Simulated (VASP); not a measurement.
# BW5 (P6/mmm) in VASP: a series of runs

Runs on BW5. Level: PBE. Tasks: single point, relaxation of cell and atoms.

Everything below comes from runs of VASP 6.6.1. Logs are shortened: lines on timing, memory, paths and dates and some standing lists are left out, and cuts for length are marked.

### Step 1. The cell of the first run

The structure is hexagonal, space group P6/mmm (No. 191). The conventional cell has a = 5.029 Å, b = 5.029 Å, c = 4.832 Å, α = 90.00°, β = 90.00°, γ = 120.00°. B (site symmetry 6/mmm) has 6 W at 2.90 Å as nearest neighbours. W (site symmetry -6m2) is surrounded by 9 W at 2.82 to 2.90 Å and 3 B at 2.90 Å. W (site symmetry mmm) is surrounded by 8 W at 2.51 to 2.82 Å.

The cell was built by a generator and needn't be a form met in nature.

### Step 2. Single point, PBE (species swapped into the PrCo5 type (P6/mmm, No. 191))

File INCAR:

```
SYSTEM = BW5
ALGO = Fast ; EDIFF = 1E-7
ENCUT = 520 ; GGA = PE
ISIF = 2 ; ISMEAR = 0
LASPH = .TRUE. ; LCHARG = .TRUE.
LELF = .TRUE. ; LREAL = .FALSE.
LVHAR = .TRUE. ; LWAVE = .FALSE.
NBANDS = 46 ; NELM = 100
PREC = Accurate ; SIGMA = 0.1
```

File KPOINTS:

```
k-points
0
G
  6 6 4
  0 0 0
```

File POSCAR:

```
BW5
1.0
    5.0290020488      0.0000000028      0.0000000000
   -2.5145010268      4.3552435286      0.0000000000
    0.0000000000      0.0000000000      4.8318967301
B W
1 5
Direct
    0.0000000000      0.0000000000      0.0000000000
    0.3333333333      0.6666666667      0.0000000000
    0.6666666667      0.3333333333      0.0000000000
    0.5000000000      0.0000000000      0.5000000000
    0.5000000000      0.5000000000      0.5000000000
    0.0000000000      0.5000000000      0.5000000000
```

Potentials or basis: VASP PAW PBE potentials, release 64 (B, W_sv).

Run with:

```sh
$ cat potpaw_PBE.64/B/POTCAR potpaw_PBE.64/W_sv/POTCAR > POTCAR
$ mpirun -np 1 vasp_std > vasp.out
```

OUTCAR:

```text
SYSTEM = BW5
   EDIFF = 1E-7
   ENCUT = 520
   GGA = PE
   ISIF = 2
   ISMEAR = 0
   LASPH = .TRUE.
   LREAL = .FALSE.
   NELM = 100
   PREC = Accurate

 ion  position               nearest neighbor table
   1  0.000  0.000  0.000-
   2  0.333  0.667  0.000-   6 2.82   6 2.82   4 2.82   4 2.82   5 2.82   5 2.82   3 2.90   3 2.90
                             3 2.90
   3  0.667  0.333  0.000-   6 2.82   6 2.82   4 2.82   4 2.82   5 2.82   5 2.82   2 2.90   2 2.90
                             2 2.90
   4  0.500  0.000  0.500-   5 2.51   5 2.51   6 2.51   6 2.51   2 2.82   3 2.82   2 2.82   3 2.82

   5  0.500  0.500  0.500-   6 2.51   6 2.51   4 2.51   4 2.51   2 2.82   3 2.82   2 2.82   3 2.82

   6  0.000  0.500  0.500-   5 2.51   5 2.51   4 2.51   4 2.51   2 2.82   3 2.82   2 2.82   3 2.82

  LATTYP: Found a hexagonal cell.
 ALAT       =     5.0290020488
 C/A-ratio  =     0.9608062759

  Lattice vectors:

 A1 = (   5.0290020488,   0.0000000028,   0.0000000000)
 A2 = (  -2.5145010268,   4.3552435286,   0.0000000000)
 A3 = (   0.0000000000,   0.0000000000,   4.8318967301)

Analysis of symmetry for initial positions (statically):
=====================================================================
 Subroutine PRICEL returns:
 Original cell was already a primitive cell.

 Routine SETGRP: Setting up the symmetry group for a
 hexagonal supercell.

 Subroutine GETGRP returns: Found 24 space group operations
 (whereof 24 operations were pure point group operations)
 out of a pool of 24 trial point group operations.

The static configuration has the point symmetry D_6h.

Analysis of symmetry for dynamics (positions and initial velocities):
=====================================================================
 Subroutine PRICEL returns:
 Original cell was already a primitive cell.

 Routine SETGRP: Setting up the symmetry group for a
 hexagonal supercell.

 Subroutine GETGRP returns: Found 24 space group operations
 (whereof 24 operations were pure point group operations)
 out of a pool of 24 trial point group operations.

The dynamic configuration has the point symmetry D_6h.

 Subroutine INISYM returns: Found 24 space group operations
 (whereof 24 operations are pure point group operations),
 and found     1 'primitive' translations

----------------------------------------------------------------------------------------

                                     Primitive cell

  volume of cell :     105.8308

  direct lattice vectors                    reciprocal lattice vectors
     5.029002049  0.000000003  0.000000000     0.198846608  0.114804143  0.000000000
    -2.514501027  4.355243529  0.000000000    -0.000000000  0.229608286  0.000000000
     0.000000000  0.000000000  4.831896730     0.000000000  0.000000000  0.206958066

  length of vectors
     5.029002049  5.029002049  4.831896730     0.229608286  0.229608286  0.206958066

  position of ions in fractional coordinates (direct lattice)
     0.000000000  0.000000000  0.000000000
     0.333333333  0.666666667  0.000000000
     0.666666667  0.333333333  0.000000000
     0.500000000  0.000000000  0.500000000
     0.500000000  0.500000000  0.500000000
     0.000000000  0.500000000  0.500000000

  ion indices of the primitive-cell ions
   primitive index   ion index
                 1           1
                 2           2
                 3           3
                 4           4
                 5           5
                 6           6

----------------------------------------------------------------------------------------

 KPOINTS: k-points

Automatic generation of k-mesh.
 Grid dimensions read from file:
 generate k-points for:    6    6    4

 Generating k-lattice:

  Cartesian coordinates                     Fractional coordinates (reciprocal lattice)
     0.033141101  0.019134024  0.000000000     0.166666667  0.000000000  0.000000000
    -0.000000000  0.038268048  0.000000000    -0.000000000  0.166666667  0.000000000
     0.000000000  0.000000000  0.051739516     0.000000000  0.000000000  0.250000000

  Length of vectors
     0.038268048  0.038268048  0.051739516

  Shift w.r.t. Gamma in fractional coordinates (k-lattice)
     0.000000000  0.000000000  0.000000000

 Subroutine IBZKPT returns following result:
 ===========================================

 Found     21 irreducible k-points:

 Following reciprocal coordinates:
            Coordinates               Weight
  0.000000  0.000000  0.000000      1.000000
  0.166667  0.000000  0.000000      6.000000
  0.333333  0.000000  0.000000      6.000000
  0.500000  0.000000  0.000000      3.000000
  0.166667  0.166667  0.000000      6.000000
  0.333333  0.166667  0.000000     12.000000
[... 13 lines left out ...]
  0.333333  0.166667  0.500000     12.000000
  0.333333  0.333333  0.500000      2.000000
   k-points           NKPTS =     21   k-points in BZ     NKDIM =     21   number of bands    NBANDS=     46
   number of dos      NEDOS =    301   number of ions     NIONS =      6
   total plane-waves  NPLWV =  57600
   dimension x,y,z NGX =    40 NGY =   40 NGZ =   36
   dimension x,y,z NGXF=    80 NGYF=   80 NGZF=   72
   ions per type =               1   5
   NGX,Y,Z   is equivalent  to a cutoff of  13.22, 13.22, 12.39 a.u.
   NGXF,Y,Z  is equivalent  to a cutoff of  26.45, 26.45, 24.77 a.u.
 SYSTEM =  BW5
   PREC   = accura    normal or accurate (medium, high low for compatibility)
   ISTART =      0    job   : 0-new  1-cont  2-samecut
   ICHARG =      2    charge: 1-file 2-atom 10-const
   ISPIN  =      1    spin polarized calculation?
   LNONCOLLINEAR =      F non collinear calculations
   LSORBIT =      F    spin-orbit coupling
   LASPH  =      T    aspherical Exc in radial PAW
   ENCUT  =  520.0 eV  38.22 Ry    6.18 a.u.   9.35  9.35  8.98*2*pi/ulx,y,z
   NELM   =    100;   NELMIN=  2; NELMDL= -5     # of ELM steps
   EDIFF  = 0.1E-06   stopping-criterion for ELM
   LREAL  =      F    real-space projection
   EDIFFG = 0.1E-05   stopping-criterion for IOM
   NSW    =      0    number of steps for IOM
   IBRION =     -1    ionic relax: 0-MD 1-quasi-New 2-CG
   NFREE  =      0    steps in history (QN), initial steepest desc. (CG)
   ISIF   =      2    stress and relaxation
   ISYM   =      2    0-nonsym 1-usesym 2-fastsym
   POTIM  = 0.5000    time-step for ionic-motion
   TEBEG  =    0.0;   TEEND  =   0.0 temperature during run
   PSTRESS=    0.0 pullay stress
   NELECT =      73.0000    total number of electrons
   NUPDOWN=      -1.0000    fix difference up-down
   EMIN   =  10.00;   EMAX   =-10.00  energy-range for DOS
   EFERMI =   0.00;   METHOD = LEGACY
   ISMEAR =     0;   SIGMA  =   0.10  broadening in eV -4-tet -1-fermi 0-gaus
   EFERMI_NEDOS =   21; number of points for ismear=-14 and -15
   IALGO  =     68    algorithm
   IMIX   =      4    mixing-type and parameters
     AMIX     =   0.40;   BMIX     =  1.00
     AMIX_MAG =   1.60;   BMIX_MAG =  1.00
  volume/ion in A,a.u.               =      17.64       119.03
  Fermi-wavevector in a.u.,A,eV,Ry     =   1.446478  2.733447 28.467449  2.092298
  Thomas-Fermi vector in A             =   2.564542
   LORBIT       =      0    0 simple, 1 ext, 2 COOP (PROOUT), +10 PAW based schemes
   GGA     = PE    functional components
   LHFCALC =     F    Hartree Fock is set to
   AEXX    =    0.0000 exact exchange contribution
   IVDW    =     0    specifies the selected vdW correction
   LEPSILON=     F    determine dielectric tensor
   LRPA    =     F    only Hartree local field effects (RPA)
 non-spin polarized calculation
 RMM-DIIS sequential band-by-band and
 Gauss-broadening in eV      SIGMA  =   0.10
  energy-cutoff  :      520.00
  volume of cell :      105.83
 maximum number of plane-waves:      2874
 NGX is ok and might be reduce to    40
   NGX = 19   NGY = 19   NGZ = 17

 number of electron      72.9999989 magnetization

 Free energy of the ion-electron system (eV)
  ---------------------------------------------------
  ext. energy  EPLUGINS =         0.00000000
  ---------------------------------------------------
  free energy    TOTEN  =       -62.91924977 eV

  energy without entropy =      -62.90013148  energy(sigma->0) =      -62.90969063

 E-fermi :   7.8816     XC(G=0): -12.2011

 val. band max:        7.8166416063   @ k =   0.3333   0.3333   0.0000
 cond. band min:       7.8912840294   @ k =   0.5000   0.0000   0.5000
 fundamental gap:      0.0746424230
 Fermi energy:         7.8815725035

 k-point     1 :       0.0000    0.0000    0.0000
  band No.  band energies     occupation
      1     -65.7728      2.00000
      2     -65.7084      2.00000
      3     -65.6396      2.00000
      4     -65.4123      2.00000
      5     -65.4123      2.00000
      6     -31.3253      2.00000
[... 38 lines left out ...]
     45      11.3990      0.00000
     46      12.3253      0.00000

 k-point     2 :       0.1667    0.0000    0.0000
  band No.  band energies     occupation
      1     -65.7674      2.00000
      2     -65.7113      2.00000
      3     -65.6280      2.00000
      4     -65.4267      2.00000
      5     -65.4122      2.00000
      6     -31.2135      2.00000
[... 38 lines left out ...]
     45      11.1375      0.00000
     46      11.4884      0.00000

 k-point     3 :       0.3333    0.0000    0.0000
  band No.  band energies     occupation
      1     -65.7550      2.00000
      2     -65.7193      2.00000
      3     -65.5965      2.00000
      4     -65.4637      2.00000
      5     -65.4123      2.00000
      6     -30.9594      2.00000
[... 871 lines left out ...]
     45      10.9686      0.00000
     46      11.3200      0.00000

 k-point    21 :       0.3333    0.3333    0.5000
  band No.  band energies     occupation
      1     -65.7291      2.00000
      2     -65.7291      2.00000
      3     -65.5387      2.00000
      4     -65.5387      2.00000
      5     -65.4123      2.00000
      6     -30.5420      2.00000
[... 38 lines left out ...]
     45      11.4869      0.00000
     46      11.5918      0.00000

------------------------ aborting loop because EDIFF is reached ----------------------------------------

  FORCE on cell =-STRESS in cart. coord.  units (eV):
  Direction    XX          YY          ZZ          XY          YZ          ZX
  --------------------------------------------------------------------------------------
  -------------------------------------------------------------------------------------
  Total        0.5231175      0.5231175      0.2361595      0.0000000      0.0000000      0.0000000
  in kB        7.9195028      7.9195028      3.5752317      0.0000000      0.0000000      0.0000000
  external PRESSURE =       6.4714124 kB  Pullay stress =       0.0000000 kB

 VOLUME and BASIS-vectors are now :
 -----------------------------------------------------------------------------
  energy-cutoff  :      520.00
  volume of cell :      105.83
      direct lattice vectors                 reciprocal lattice vectors
     5.029002049  0.000000003  0.000000000     0.198846608  0.114804143  0.000000000
    -2.514501027  4.355243529  0.000000000    -0.000000000  0.229608286  0.000000000
     0.000000000  0.000000000  4.831896730     0.000000000  0.000000000  0.206958066

 POSITION                                       TOTAL-FORCE (eV/Angst)
 -----------------------------------------------------------------------------------
      0.00000      0.00000      0.00000         0.000000      0.000000      0.000000
     -0.00000      2.90350      0.00000         0.000000      0.000000     -0.000000
      2.51450      1.45175      0.00000        -0.000000     -0.000000      0.000000
      2.51450      0.00000      2.41595         0.000000      0.000000      0.000000
      1.25725      2.17762      2.41595         0.000000      0.000000      0.000000
     -1.25725      2.17762      2.41595         0.000000      0.000000      0.000000
 -----------------------------------------------------------------------------------
    total drift:                               -0.000000     -0.000000     -0.000000

  FREE ENERGIE OF THE ION-ELECTRON SYSTEM (eV)
  ---------------------------------------------------
  free  energy   TOTEN  =       -62.9192497745 eV

  energy  without entropy=      -62.9001314764  energy(sigma->0) =      -62.90969063
```

Wall time 54 s (1 thread of Intel Xeon 6975P-C (Granite Rapids), shared host); peak memory 0.26 GiB.

Results:

```
Free energy            : -62.9192 eV
Pressure               : 0.6 GPa
Band gap on the k mesh : none (metal or under the smearing width)
```

Spin-orbit coupling is left out, which matters for the levels of W.

### Step 3. Relaxation of cell and atoms, PBE (species swapped into the PrCo5 type (P6/mmm, No. 191))

File INCAR:

```
SYSTEM = BW5
  PREC = Accurate
  ENCUT = 600
  EDIFF = 1E-6
  ISMEAR = 0
  SIGMA = 0.1
  LREAL = .FALSE.
  LASPH = .TRUE.
  NELM = 100
  ALGO = Fast
  ISIF = 3
  LWAVE = .FALSE.
  LCHARG = .FALSE.
  GGA = PE
  IBRION = 2
  NSW = 90
  EDIFFG = -0.04
```

File KPOINTS:

```
regular mesh
0
G
  6 6 4
  0 0 0
```

File POSCAR:

```
BW5
1.0
    5.2490381700      0.0000000000      0.0000000000
   -2.6245190900      4.5458004000      0.0000000000
    0.0000000000      0.0000000000      4.1711574200
B W
1 5
Direct
    0.0000000000      0.0000000000      0.0000000000
    0.3333333300      0.6666666700      0.0000000000
    0.6666666700      0.3333333300      0.0000000000
    0.5000000000      0.0000000000      0.5000000000
    0.5000000000      0.5000000000      0.5000000000
    0.0000000000      0.5000000000      0.5000000000
```

Potentials or basis: VASP PAW PBE potentials, release 64 (B, W_sv).

Run with:

```sh
$ cat potpaw_PBE.64/B/POTCAR potpaw_PBE.64/W_sv/POTCAR > POTCAR
$ mpirun -np 1 vasp_std > vasp.out
```

It took 11 min on 1 thread of Intel Xeon 6975P-C (Granite Rapids), shared host; peak memory 0.3 GiB.

It converged, with:

* Free energy: -62.9175 eV
* Relaxed volume: 17.70 Å³/atom
* Relaxed cell: a = 5.046 Å, b = 5.046 Å, c = 4.815 Å, α = 90.00°, β = 90.00°, γ = 120.00°
* Space group after relaxing (to 0.05 Å): P6/mmm (No. 191)
* Energy gained by relaxing: 262.8 meV/atom
* Ionic steps: 16
* Pressure after relaxing: 0.1 GPa
* Band gap on the k mesh: none (metal or under the smearing width)

Stress tensor (GPa, compression positive):
```
0.01 0.00 0.00
0.00 0.01 0.00
0.00 0.00 0.15
```

The path:
```
step  energy change (eV)  largest force (eV/Å)  pressure (GPa)  volume (Å³)
   1              0.0000                0.0000           23.79        99.53
   2              2.3258                0.0000          -30.69       138.41
   3             -1.0437                0.0000           -6.09       111.89
   4             -1.0573                0.0000           -4.05       110.75
   5             -1.0579                0.0000           -3.60       110.52
   6             -1.4087                0.0000            0.25       106.91
   7             -1.0456                0.0000           17.94        98.80
   8             -1.5219                0.0000            3.53       104.72
   9             -1.5278                0.0000            5.12       103.83
  10             -1.4855                0.0000           -4.01       108.41
  11             -1.5738                0.0000            0.65       105.83
  12             -1.5739                0.0000            0.73       105.78
  13             -1.5739                0.0000            0.81       105.75
  14             -1.5766                0.0000           -0.38       106.39
  15             -1.5767                0.0000           -0.22       106.31
  16             -1.5768                0.0000            0.06       106.18
```

Final structure:
```
CELL_PARAMETERS angstrom
5.04629 0.00000 0.00000
-2.52315 4.37022 0.00000
0.00000 0.00000 4.81488
ATOMIC_POSITIONS crystal
B 0.00000 0.00000 0.00000
W 0.33333 0.66667 0.00000
W 0.66667 0.33333 0.00000
W 0.50000 0.00000 0.50000
W 0.50000 0.50000 0.50000
W 0.00000 0.50000 0.50000
```

Levels at points of the mesh, in eV from the Fermi level:
```
           k point  band 33  band 34  band 35  band 36  band 37  band 38  band 39  band 40  band 41  band 42
(0.00, 0.00, 0.00)    -1.95    -1.01    -1.01    -0.93    -0.51     0.65     2.49     2.49     2.76     2.76
(0.50, 0.00, 0.00)    -0.99    -0.46    -0.33    -0.30     0.11     0.11     0.77     1.29     1.49     1.72
(0.00, 0.00, 0.50)    -0.41    -0.41     0.12     0.43     0.43     0.48     0.48     3.26     3.30     3.51
(0.50, 0.00, 0.50)    -0.84    -0.69    -0.54    -0.49    -0.10    -0.01     0.15     2.11     2.13     2.37
```

Caveat: the k mesh is coarse (spacing up to 0.38 Å⁻¹), so the values aren't converged. The run has no spin-orbit coupling, so splittings on W are missing.
